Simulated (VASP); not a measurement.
# ScAl3: structure and properties in VASP, part 5 of 5

Aim: relax ScAl3 with r2SCAN + rVV10, compute its properties on that cell and hold them against experiment. The start is a computed cell from the Materials Project.

VASP 6.6.1; r2SCAN with rVV10; plane waves and PAW (Sc_sv, Al).

So far. Step 5 (Density of states (r2SCAN + rVV10)): The finer mesh and the other smearing move the Fermi level by +0.08 eV from the 7×7×7 run, one measure of the sampling error in the zero of the bands above. Of the states within 0.3 eV of the Fermi level, the largest shares in the PAW spheres are Sc d 28 % and Al p 11 %. The rest lies in smaller channels or between the spheres. The relaxed cell has a = 4.078 Å (conventional setting).

## 7. Independent-particle dielectric function (r2SCAN + rVV10)

LOPTICS sums transitions from filled to empty bands. The mesh is finer than in the run before. NBANDS is raised for it.

INCAR

```
SYSTEM = ScAl3
PREC = Accurate
ENCUT = 400
EDIFF = 1E-06
NELM = 100
ISMEAR = 1
SIGMA = 0.2
LREAL = .FALSE.
ALGO = Normal
METAGGA = R2SCAN
LUSE_VDW = .TRUE.
IVDW_NL = 2
BPARAM = 11.95
CPARAM = 0.0093
LASPH = .TRUE.
NBANDS = 42
LORBIT = 11
LWAVE = .FALSE.
LCHARG = .FALSE.
KPAR = 4
LOPTICS = .TRUE.
NEDOS = 1500
CSHIFT = 0.1
```

POSCAR

```
ScAl3
1.0
    4.0784266406      0.0000000000      0.0000000000
    0.0000000000      4.0784266406      0.0000000000
    0.0000000000      0.0000000000      4.0784266406
Sc Al
1 3
Direct
    0.0000000000      0.0000000000      0.0000000000
    0.5000000000      0.0000000000      0.5000000000
    0.0000000000      0.5000000000      0.5000000000
    0.5000000000      0.5000000000      0.0000000000
```

KPOINTS

```
Automatic mesh
0
Gamma
10 10 10
0 0 0
```

PAW data sets: Sc_sv and Al (PBE family, release 64).

Started as:

```console
$ mpirun -np 4 vasp_std
```

Log:

```text
[... set-up lines as in an earlier step ...]
 entering main loop
       N       E                     dE             d eps       ncg     rms          rms(c)
Total rVV10 correction in eV:      0.4699172    26.5390754
Total rVV10 correction in eV:      0.4699172    26.5390754
Total rVV10 correction in eV:      0.4699172    26.5390754
Total rVV10 correction in eV:      0.4699172    26.5390754
DAV:   1     0.102779963829E+03    0.10278E+03   -0.59918E+03  4776   0.364E+02
DAV:   2    -0.311175547376E+02   -0.13390E+03   -0.12586E+03  4982   0.137E+02
DAV:   3    -0.366540437220E+02   -0.55365E+01   -0.54462E+01  6000   0.298E+01
DAV:   4    -0.367723554118E+02   -0.11831E+00   -0.11821E+00  6840   0.407E+00
DAV:   5    -0.367764583353E+02   -0.41029E-02   -0.41026E-02  6184   0.670E-01    0.122E+01
Total rVV10 correction in eV:      0.4567169    26.5390750
Total rVV10 correction in eV:      0.4567169    26.5390750
Total rVV10 correction in eV:      0.4567169    26.5390750
Total rVV10 correction in eV:      0.4567169    26.5390750
DAV:   6    -0.330513352135E+02    0.37251E+01   -0.19567E+00  5970   0.115E+01    0.462E+00
Total rVV10 correction in eV:      0.4540968    26.5390749
Total rVV10 correction in eV:      0.4540968    26.5390749
Total rVV10 correction in eV:      0.4540968    26.5390749
Total rVV10 correction in eV:      0.4540968    26.5390749
DAV:   7    -0.330500878199E+02    0.12474E-02   -0.82305E-02  7334   0.119E+00    0.203E+00
Total rVV10 correction in eV:      0.4534939    26.5390749
Total rVV10 correction in eV:      0.4534939    26.5390749
Total rVV10 correction in eV:      0.4534939    26.5390749
Total rVV10 correction in eV:      0.4534939    26.5390749
DAV:   8    -0.330512196432E+02   -0.11318E-02   -0.15164E-02  6216   0.652E-01    0.401E-01
Total rVV10 correction in eV:      0.4532064    26.5390749
Total rVV10 correction in eV:      0.4532064    26.5390749
Total rVV10 correction in eV:      0.4532064    26.5390749
Total rVV10 correction in eV:      0.4532064    26.5390749
DAV:   9    -0.330512001694E+02    0.19474E-04   -0.39742E-03  7120   0.335E-01    0.162E-01
Total rVV10 correction in eV:      0.4533476    26.5390749
Total rVV10 correction in eV:      0.4533476    26.5390749
Total rVV10 correction in eV:      0.4533476    26.5390749
Total rVV10 correction in eV:      0.4533476    26.5390749
DAV:  10    -0.330512042154E+02   -0.40459E-05   -0.46698E-04  6476   0.115E-01    0.109E-01
Total rVV10 correction in eV:      0.4533755    26.5390749
Total rVV10 correction in eV:      0.4533755    26.5390749
Total rVV10 correction in eV:      0.4533755    26.5390749
Total rVV10 correction in eV:      0.4533755    26.5390749
DAV:  11    -0.330512106677E+02   -0.64524E-05   -0.28576E-05  5936   0.218E-02    0.399E-02
Total rVV10 correction in eV:      0.4533855    26.5390749
Total rVV10 correction in eV:      0.4533855    26.5390749
Total rVV10 correction in eV:      0.4533855    26.5390749
Total rVV10 correction in eV:      0.4533855    26.5390749
DAV:  12    -0.330512139903E+02   -0.33226E-05   -0.11774E-05  5272   0.101E-02    0.140E-02
Total rVV10 correction in eV:      0.4533923    26.5390749
Total rVV10 correction in eV:      0.4533923    26.5390749
Total rVV10 correction in eV:      0.4533923    26.5390749
Total rVV10 correction in eV:      0.4533923    26.5390749
DAV:  13    -0.330512137540E+02    0.23636E-06   -0.17653E-06  5744   0.390E-03
Total rVV10 correction in eV:      0.4533954    26.5390749
Total rVV10 correction in eV:      0.4533954    26.5390749
Total rVV10 correction in eV:      0.4533954    26.5390749
Total rVV10 correction in eV:      0.4533954    26.5390749
Total rVV10 correction in eV:      0.4533984    26.5390749
Total rVV10 correction in eV:      0.4533984    26.5390749
Total rVV10 correction in eV:      0.4533984    26.5390749
Total rVV10 correction in eV:      0.4533984    26.5390749
   1 F= -.33051214E+02 E0= -.33051915E+02  d E =0.210420E-02
 optical routines
 imaginary and real dielectric function
 direction            1
 direction            2
 direction            3
```

Wall time 2.3 min (4 MPI ranks of AMD EPYC 7R43, shared host); peak memory 1.1 GiB.

From OUTCAR (step 7):

```text
   k-points           NKPTS =     56   k-points in BZ     NKDIM =     56   number of bands    NBANDS=     42

   NELECT =      20.0000    total number of electrons

 E-fermi :   7.3806

 k-point     1 :       0.0000    0.0000    0.0000
  band No.  band energies     occupation
    ...
      6       4.6355      2.00000
      7       4.6355      2.00000
      8       5.3464      2.00000
      9       5.3464      2.00000
     10       5.3464      2.00000
     11       8.6674     -0.00000
     12       8.7866     -0.00000
     13       8.7866     -0.00000
     14       8.7866     -0.00000
     15      12.7142      0.00000
    ...

  Total        0.0079911      0.0079911      0.0079911      0.0000000      0.0000000      0.0000000
  in kB        0.1887299      0.1887299      0.1887299      0.0000000      0.0000000      0.0000000
  external PRESSURE =       0.1887299 kB  Pullay stress =       0.0000000 kB

  FREE ENERGIE OF THE ION-ELECTRON SYSTEM (eV)
  ---------------------------------------------------
  free  energy   TOTEN  =       -33.0512137540 eV

  energy  without entropy=      -33.0533179562  energy(sigma->0) =      -33.05191515

 plasma frequency squared (from intraband transitions) (eV^2)
  --------------------------------------------------------------------------------------
      33.945       0.000      -0.000
      -0.000      33.945      -0.000
       0.000       0.000      33.945

[... 8 parts as in an earlier step ...]

[... 9 further parts left out ...]
```

These are independent-particle spectra without excitons or local fields, and fine structure depends on the mesh and on CSHIFT. The intraband (Drude) part is not in this spectrum.

Numbers from this step:

```
SCF cycles           : 13
bands                : 42
irreducible k-points : 56
free energy (TOTEN)  : -33.05 eV
Fermi energy         : 7.381 eV
pressure             : 0.01887 GPa
```

The imaginary dielectric function, xx has structure finer than the step of the table below, so its rows give means over 1 eV, whole bins alone (the curve runs from 0 to 25.0 eV). Peaks (eV: height): 1.0: 18.4, 2.1: 36.3.

The imaginary dielectric function, xx by photon energy; means over each step:

photon energy (eV), imaginary dielectric function, xx and a bar:
```
        1       12.8 #############
        2       30.2 ##############################
        3       18.4 ##################
        4       12.1 ############
        5       11.6 ############
        6        6.0 ######
        7        3.3 ###
        8        1.6 ##
        9        0.8 #
       10        0.5 
       11        0.4 
       12        0.2 
       13        0.2 
       14        0.1 
       15        0.1 
       16        0.1 
       17        0.1 
       18        0.1 
       19        0.1 
       20        0.0 
       21        0.0 
       22        0.0 
       23        0.0 
       24        0.0
```

Table of real dielectric function, xx by photon energy:

```
photon energy (eV)  real dielectric function, xx
                 0                          29.6
                 1                          27.0
                 2                          16.7
                 3                         -2.04
                 4                         -1.48
                 5                         -3.93
                 6                         -6.06
                 7                         -5.09
                 8                         -3.33
                 9                         -2.42
                10                         -1.55
                11                         -1.08
                12                        -0.673
                13                        -0.396
                14                        -0.167
                15                        0.0415
                16                         0.178
                17                         0.304
                18                         0.386
                19                         0.473
                20                         0.538
                21                         0.609
                22                         0.669
                23                         0.718
                24                         0.772
```

## 8. Summary of results

- relaxed volume: 16.96 Å³/atom
- relaxed conventional cell a, b, c: 4.078, 4.078, 4.078 Å
- space group after relaxing, within 0.02 Å: Pm-3m (No. 221)
- band gap: none, a metal
- DOS at the Fermi level: 1.31 states/eV/cell
- largest field gradient Vzz: 18.36 V/Å² on Al2

With r2SCAN + rVV10, ScAl3 relaxes to 16.96 Å³/atom in space group Pm-3m (held by the symmetry of the run) and comes out as a metal. Bands along the symmetry lines (r2SCAN + rVV10): Of the bands kept, 2 cross the Fermi level on this path. The k-sampling is coarse for a metal, so the Fermi level, pressures and the shape of the cell carry errors. No search among competing phases was made, and a listed structure need not be the one stable at ambient conditions. All values are for a static lattice at zero temperature.

Comparison with the measured values:

| quantity | measured | r2SCAN with rVV10 |
| --- | --- | --- |
| lattice constant a (Å) | 4.103 | 4.078 (-0.6 %) |

Measured values from pmc:8067998 (2021).

Verdict: The lattice constant a is off by -0.6 %: good agreement. The grades are ours: good and fair within 0.7 and 1.5 % for the lattice constant a. Zero-point motion and thermal expansion (measured at up to 300 K) are not in the computed lattice constants.

[Lines on the potential files, build, host, timing and source positions are cut from VASP's logs without a mark.]

[Logs are printed without paths, hosts, clocks, repeated set-up lines and the standing remarks that a program may print on its own settings, such as how far it seeks lower states.]

[Hosts, paths, dates, database ids (printed as entryN), source tags and the programs' standing remarks are cut or masked in the printed files.]

[Measured values are set beside computed ones only where the two were judged alike; some that the calculation misses by far are left out.]
